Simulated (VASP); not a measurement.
Computed with PBEsol GGA, VASP's PBE PAW potentials (set 64) (plane waves; VASP 6.6.1).

A VASP calculation is set up with these files.

### INCAR
```
# general
SYSTEM =HfB
PREC   =Accurate
ENCUT  =520
LREAL  =F
LASPH  =T

# electronic loop
EDIFF  =1E-7
NELM   =100
ALGO   =Normal
LMAXMIX=6

# smearing
ISMEAR =-5

# functional
GGA    =PS

# ions
ISIF   =2

# output
LWAVE  =F
LCHARG =T
LORBIT =11
NEDOS  =601
```

POSCAR:
```
HfB
1
   -0.0000000000     2.5954833236     2.5954833236
    2.5954833236     0.0000000000     2.5954833236
    2.5954833236     2.5954833236    -0.0000000000
Hf B
1 1
Direct
  0.0000000000   0.0000000000   0.0000000000
  0.2500000000   0.2500000000   0.2500000000
```

### KPOINTS
```
Automatic mesh
0
Gamma
14 14 14
0 0 0
```

POTCAR, in this order: Hf_pv B (PBE.64 set). Program: vasp_std.

Output of the run:

**OSZICAR**
```
       N       E                     dE             d eps       ncg     rms          rms(c)
DAV:   1     0.182240322129E+02    0.18224E+02   -0.68871E+03  2080   0.112E+03
DAV:   2    -0.173941901612E+02   -0.35618E+02   -0.34257E+02  2758   0.188E+02
DAV:   3    -0.185971440021E+02   -0.12030E+01   -0.11871E+01  2606   0.264E+01
DAV:   4    -0.186105414617E+02   -0.13397E-01   -0.13363E-01  2454   0.303E+00
DAV:   5    -0.186107323530E+02   -0.19089E-03   -0.19095E-03  2620   0.309E-01    0.466E+01
DAV:   6    -0.163577433943E+02    0.22530E+01   -0.86182E+00  2206   0.161E+01    0.276E+01
DAV:   7    -0.163259747600E+02    0.31769E-01   -0.86198E-01  2622   0.605E+00    0.108E+01
DAV:   8    -0.163124044715E+02    0.13570E-01   -0.12594E-01  2280   0.216E+00    0.943E-01
DAV:   9    -0.163111565852E+02    0.12479E-02   -0.84382E-03  2224   0.582E-01    0.172E-01
DAV:  10    -0.163111562094E+02    0.37577E-06   -0.16741E-04  2356   0.108E-01    0.864E-02
DAV:  11    -0.163111592089E+02   -0.29995E-05   -0.37219E-05  2354   0.410E-02    0.434E-02
DAV:  12    -0.163111574822E+02    0.17267E-05   -0.57935E-06  2264   0.174E-02    0.476E-03
DAV:  13    -0.163111576643E+02   -0.18214E-06   -0.14067E-07  1540   0.402E-03    0.286E-03
DAV:  14    -0.163111576925E+02   -0.28217E-07   -0.16350E-08  1060   0.129E-03
   1 F= -.16311158E+02 E0= -.16311158E+02  d E =0.000000E+00
```

### OUTCAR
```
------------------------ aborting loop because EDIFF is reached ----------------------------------------
  FORCE on cell =-STRESS in cart. coord.  units (eV):
  Direction    XX          YY          ZZ          XY          YZ          ZX
  --------------------------------------------------------------------------------------
  Total       -0.0252360     -0.0252360     -0.0252360      0.0000000      0.0000000      0.0000000
  in kB       -1.1562366     -1.1562366     -1.1562366      0.0000000      0.0000000      0.0000000
  external PRESSURE =      -1.1562366 kB  Pullay stress =       0.0000000 kB
  volume of cell :       34.97
      direct lattice vectors                 reciprocal lattice vectors
     0.000000000  2.595483324  2.595483324    -0.192642347  0.192642347  0.192642347
     2.595483324  0.000000000  2.595483324     0.192642347 -0.192642347  0.192642347
     2.595483324  2.595483324  0.000000000     0.192642347  0.192642347 -0.192642347
 POSITION                                       TOTAL-FORCE (eV/Angst)
 -----------------------------------------------------------------------------------
      0.00000      0.00000      0.00000         0.000000      0.000000      0.000000
      1.29774      1.29774      1.29774        -0.000000     -0.000000     -0.000000
 -----------------------------------------------------------------------------------
    total drift:                                0.000000      0.000000      0.000000
  FREE ENERGIE OF THE ION-ELECTRON SYSTEM (eV)
  ---------------------------------------------------
  free  energy   TOTEN  =       -16.3111576925 eV

  energy  without entropy=      -16.3111576925  energy(sigma->0) =      -16.31115769

 total charge

# of ion       s       p       d       tot
------------------------------------------
    1        0.374   6.392   1.700   8.466
    2        0.801   1.098   0.000   1.899
--------------------------------------------------
tot          1.175   7.490   1.700  10.364
```
(Selected blocks of OUTCAR.)

For a metal the tetrahedron method with Blöchl corrections gives inexact stress and forces.

The structure was generated: HfB was put into the zinc blende type (F-43m), which need not be its known phase. It was relaxed first, which changed the volume by -35 %. The electron count is odd and the run is not spin-polarised, which forces a metal.
